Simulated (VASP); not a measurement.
A convergence study with VASP on WC (wc): one setting is varied, all else stays as given below, so the limit is that of these other settings.

```
WC
1.0
    1.45500    -2.52013     0.00000
    1.45500     2.52013     0.00000
    0.00000     0.00000     2.84000
W C
1 1
Direct
  0.00000   0.00000   0.00000
  0.33333   0.66667   0.50000
```

Method: PBE GGA, VASP's PBE PAW potentials (set 64) (plane waves; VASP). The tightest run used: 700 eV cut-off, 24×24×21 Γ-centred mesh, first-order Methfessel-Paxton smearing of 0.10 eV, potentials W_sv C.

```csv
setting,E (eV/atom),pressure (GPa),irreducible k-points
1×1×1 mesh,-9.2280,15.80,1
2×2×2 mesh,-10.7715,9.70,4
3×3×3 mesh,-11.0707,10.14,6
4×4×4 mesh,-11.1946,5.76,12
5×5×4 mesh,-11.2003,5.71,15
6×6×5 mesh,-11.2204,5.47,21
7×7×6 mesh,-11.2191,5.52,32
8×8×7 mesh,-11.2258,5.03,40
9×9×8 mesh,-11.2236,5.20,60
10×10×9 mesh,-11.2258,5.12,70
11×11×10 mesh,-11.2247,5.22,96
12×12×10 mesh,-11.2249,5.22,114
```

Q: These are the cheaper rows. Estimate the results at 24×24×21 mesh, and how far the last row shown lies from them.

A: 
```tsv
quantity	tightest run	last row shown is off by
E (eV/atom)	-11.2240	-0.0009
pressure (GPa)	5.13	0.09
```

Left out are rungs that failed or repeat a setting and relaxations that didn't move; long series are thinned to 24 rows.

The compound is WC in the wc structure. The cell was not relaxed at this level.
